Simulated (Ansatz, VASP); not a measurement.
# KI in two plane-wave programs

Wanted: the spread between two codes on one cell, functional and k mesh. The cell is taken from a series of runs on this material, whose earlier steps may have relaxed, scaled, displaced or heated it; both programs get it as it stands.

Calculated with Ansatz 0.2.0; plane waves, with VASP 6.6.1 beside it; zone-centre phonons at PBE.

**1. Starting point**

Symmetry: Fm-3m, No. 225, cubic system. The conventional cell has a = 7.183 Å, b = 7.183 Å, c = 7.183 Å, α = 90.00°, β = 90.00°, γ = 90.00°. Nearest to K lie 6 I at 3.59 Å. I has 6 K at 3.59 Å nearest. Farther neighbours and most contacts between anions are not listed.

**2. Ansatz: zone-centre phonons, PBE, pair 1**

Ansatz runs on its PAW soft_1 files.

Second derivatives magnify differences that forces hide, and they need a tight electronic threshold.

Input file input.yaml:

```yaml
crystal:
  lattice:
    - [0.0, 3.5913100013, 3.5913100013]
    - [3.5913100013, 0.0, 3.5913100013]
    - [3.5913100013, 3.5913100013, 0.0]
  atoms:
    - { symbol: K, position: [0.0, 0.0, 0.0] }
    - { symbol: I, position: [0.5, 0.5, 0.5] }
kpoints:
  mp_grid: { grid: [8, 8, 8] }
hamiltonian:
  xc: pbe
  pseudopotentials: { kind: paw, azcp: { folder: soft_1 } }
scf:
  occupations: { method: fixed }
output:
  eigenvalues: true
phonons:
  method: dfpt
  dielectric: true
  rigid_motions: translations
basis:
  ecutwfc: 550
```

Launch:

```sh
$ ansatz run input.yaml --threads 4 --pin off --max-ram 7168MiB --backend cpu --events-out ev --progress --plain --runs-dir out
```

Numbers of over 12 decimals in the logs are rounded to 6 here.

Output:

```text
Engine: ansatz 0.2.0, x86_64-unknown-linux-gnu
Pseudopotentials: kind: paw
Pseudopotential: K, paw, valence charge 9, recommended cutoff 420 eV (normal), soft_1/K.paw.azcp
Pseudopotential: I, paw, valence charge 17, recommended cutoff 420 eV (normal), soft_1/I.paw.azcp
Functional definition: PBE
  parameter kappa = 0.804
  parameter beta = 0.066725
  exchange = pbe_x(kappa = kappa, mu = beta*pi^2/3)
  correlation = pbe_c(beta = beta)
Crystal: 2 atoms, lattice volume = 92.638 Å³
Basis set: ecut = 550 eV, 2733 PW (Γ), exchange–correlation on 80×80×80 points (8 copies of the dense FFT grid, shifted against one another)
Bands: 17, of which v1, the nominal top of the filled ones, is band 13 counted from 1 (12 counted from 0)
Symmetry: 48 space group operations
k-points: 59 of 512 (irreducible under 8 space group operations, time reversal used)
Non-local potential: K, projectors of the file, l = 0: 3, l = 1: 2, l = 2: 2
Non-local potential: I, projectors of the file, l = 0: 2, l = 1: 2, l = 2: 2, l = 3: 1
PAW form: soft (Blöchl's): semilocal exchange-correlation on the pseudo side does not see the compensation charge
PAW one-centre angular grid: K, 110 points (default); XC on 64 Gauss nodes
PAW one-centre angular grid: I, 590 points (default); XC on 64 Gauss nodes
Initial density: superposition of atomic densities (chi_scale 0.1, normalization cell, long waves kept (reshape's long-wave potential 0.00 eV rms))
Initial wavefunctions: pseudopotential atomic-orbital guess
Functional: x = pbe(κ = 0.804, μ = 0.219515), c = pbe(β = 0.066725)
SCF iter   1: F=—  HF=-9055.060596 eV  |F-HF|=—  |Δ(HF+E_count)|=         —  Δρ=4.06e-2  dr2=2.95e0  ethr=3.10e-3  ⟨swp⟩=5.0  Hψ=4818  notcnv=0  defer=100
preconditioner: auto → none  [insulator: Δε(μ)=2.473 eV  Ē_g=8.240 eV  n_scr=14 (ndim 8)  ℏωp=10.9 eV  f_vac=0.033  ε∞_Penn≈2.8]
SCF iter   2: F=—  HF=-9053.800204 eV  |F-HF|=—  |Δ(HF+E_count)|=    1.26e0  Δρ=9.16e-3  dr2=1.16e-1  ethr=3.10e-3  ⟨swp⟩=4.2  Hψ=2896  notcnv=0  defer=102
SCF iter   3: F=—  HF=-9053.793780 eV  |F-HF|=—  |Δ(HF+E_count)|=   6.42e-3  Δρ=4.56e-3  dr2=1.84e-2  ethr=4.46e-4  ⟨swp⟩=3.3  Hψ=1687  notcnv=0  defer=114
SCF iter   4: F=—  HF=-9053.804692 eV  |F-HF|=—  |Δ(HF+E_count)|=   1.09e-2  Δρ=8.01e-4  dr2=6.31e-4  ethr=7.08e-5  ⟨swp⟩=2.6  Hψ=1503  notcnv=0  defer=118
SCF iter   5: F=—  HF=-9053.805301 eV  |F-HF|=—  |Δ(HF+E_count)|=   6.09e-4  Δρ=1.27e-4  dr2=9.14e-6  ethr=2.43e-6  ⟨swp⟩=2.6  Hψ=1527  notcnv=0  defer=116
SCF iter   6: F=—  HF=-9053.805311 eV  |F-HF|=—  |Δ(HF+E_count)|=   1.01e-5  Δρ=1.63e-5  dr2=1.88e-7  ethr=3.52e-8  ⟨swp⟩=2.0  Hψ=1720  notcnv=0  defer=117
SCF iter   7: F=—  HF=-9053.805308 eV  |F-HF|=—  |Δ(HF+E_count)|=   3.07e-6  Δρ=3.17e-6  dr2=1.42e-8  ethr=7.21e-10  ⟨swp⟩=2.0  Hψ=1770  notcnv=0  defer=111
SCF iter   8: F=-9053.805308 eV  HF=-9053.805308 eV  |F-HF|=1.18e-10  |Δ(HF+E_count)|=  7.08e-10  Δρ=3.28e-7  dr2=5.16e-11  ethr=1.00e-12  ⟨swp⟩=11.5  Hψ=8883  notcnv=0
SCF 1 converged in 8 iterations: F = -9053.805308 eV  dr2 = 5.16e-11
  greatest PAW one-centre occupation: 0.999 electrons in one spin orbital (limit 2), on the I atom at site 1 (counted from 0), in its partial waves of l = 2
DFPT response loops at Γ: preconditioner auto → none (the input reference at scf.mixing.eps_inf says where Resta's filter doesn't serve); β = 0.50; Broyden in place of MSR1
SCF converged after 8 iterations
Free energy (F): -9053.805308 eV
Harris-Foulkes:  -9053.805308 eV  (|F-HF|=1.18e-10)
Internal energy: -9053.805308 eV  (E = F + TS)
E sigma→0 (E₀):  -9053.805308 eV
Fermi energy:    1.927464 eV
--- Per-component energies (eV) ---
  E_band       = -530.336808
  E_kinetic    = 413.793954
  E_local      = -3066.400490  (includes V_loc(G=0)·N_el)
  E_nonlocal   = 128.966916
  E_hartree    = 1314.964309
  E_xc         = -243.382003
  E_vxc        = -276.465156  (∫ρ·V_xc dr)
  E_paw        = -5567.028662  (= ΣΔE_a)
  E_vpaw       = -360.160344  (= ΣTr[D̂ρ^β])
  E_aug_tail   = -0.000492  (compensation charges beyond the density's cutoff)
  E_ewald      = -2034.718840
  E_smearing   = -0.000000  (= −TS)
  E_closure    = 0.000000  (closes the sum)
  Σ components = -9053.805308   (vs F -9053.805308, Δ=0.00e0)
--- Band table (eV; the first three rows and the last of 59) ---
  k-point 0: bands = [... 9 lower, -8.5049, 1.9275, 1.9275, 1.9275, 5.7824, 8.4489, 8.4489, 8.4489]
  k-point 1: bands = [... 9 lower, -8.4717, 1.6936, 1.8805, 1.8805, 6.1450, 8.3705, 8.6090, 8.6090]
  k-point 2: bands = [... 9 lower, -8.3931, 1.2329, 1.7723, 1.7723, 6.8607, 8.4587, 9.0267, 9.0267]
  k-point 58: bands = [... 9 lower, -8.3385, 1.2587, 1.2587, 1.3846, 8.3724, 8.3724, 8.4413, 9.9227]
--- Phonons (Γ-DFPT): 2 representative perturbations + reference, on 59 of 512 k-points (Σ response iterations 6) ---
  k mesh reduced under 8 symmetry operations, with k and −k counted as one. Each operation leaves every solved perturbation unchanged. A smaller set is not considered because the run solves the response to a homogeneous field
  ASR residual: 1.892e-4 → 0.000e0 eV/Å²; symmetrization residual: 6.622e-6 eV/Å²
  ASR residual per site (eV/Å²): 1.88e-4 1.89e-4
  Γ frequencies (cm⁻¹): 0.00 0.00 0.00 87.78 87.78 87.78
  ε∞ (high-frequency dielectric tensor):
        2.799913    -0.000000    -0.000000
        0.000000     2.799913    -0.000000
        0.000000     0.000000     2.799913
  ε⁰ (static dielectric tensor: ions relaxed, cell fixed):
        5.882886    -0.000000    -0.000000
       -0.000000     5.882886     0.000000
       -0.000000     0.000000     5.882886
  ε⁰ − ε∞ (ionic part):
        3.082973    -0.000000    -0.000000
       -0.000000     3.082973     0.000000
       -0.000000     0.000000     3.082973
  softest optical mode at Γ: 87.78 cm⁻¹; the repairs (sum rule, projections) moved no ω² at Γ by more than (1.26 cm⁻¹)²
  Born effective charges Z* (e; rows j = field, columns β = displacement):
    site 0:
         1.15615    0.00000   -0.00000
        -0.00000    1.15615    0.00000
         0.00000   -0.00000    1.15615
    site 1:
        -1.15615   -0.00000    0.00000
         0.00000   -1.15615   -0.00000
         0.00000    0.00000   -1.15615
  Z* charge neutrality: 5.952e-5 e pre-enforcement
  k-mesh period / interband length: 40.6 Å / 1.64 Å = 24.74 at k = (0.0000, 0.0000, 0.0000), direct gap 3.855 eV — 14 or more, which is no proof of convergence
  optical modes at Γ without the LO–TO term, one row a degenerate level:
      ω (cm⁻¹)  modes    IR ((D/Å)²/amu)
         87.78      3             3.0952
  optical modes at Γ + LO–TO along q̂ = [1.0000, 0.0000, 0.0000]:
      ω (cm⁻¹)  modes    IR ((D/Å)²/amu)
         87.78      2             2.0635
        127.24      1             1.0317
  optical modes at Γ + LO–TO along q̂ = [0.0000, 1.0000, 0.0000]:
      ω (cm⁻¹)  modes    IR ((D/Å)²/amu)
         87.78      2             2.0635
        127.24      1             1.0317
  optical modes at Γ + LO–TO along q̂ = [0.0000, 0.0000, 1.0000]:
      ω (cm⁻¹)  modes    IR ((D/Å)²/amu)
         87.78      2             2.0635
        127.24      1             1.0317
```

In the SCF lines HF is the Harris–Foulkes energy and dr2 the Hartree energy of the density residual, in eV; the loop may stop once dr2 is under the threshold and the program's other checks hold. Hψ counts applications of the Hamiltonian.

(Continued in part 2 of 3.)

[Lines on the potential files, build, host, timing and source positions are cut from VASP's logs without a mark.]

[Logs are printed without paths, hosts, clocks, repeated set-up lines and the standing remarks that a program may print on its own settings, such as how far it seeks lower states.]

[Hosts, paths, dates, database ids (printed as entryN), source tags and the programs' standing remarks are cut or masked in the printed files.]
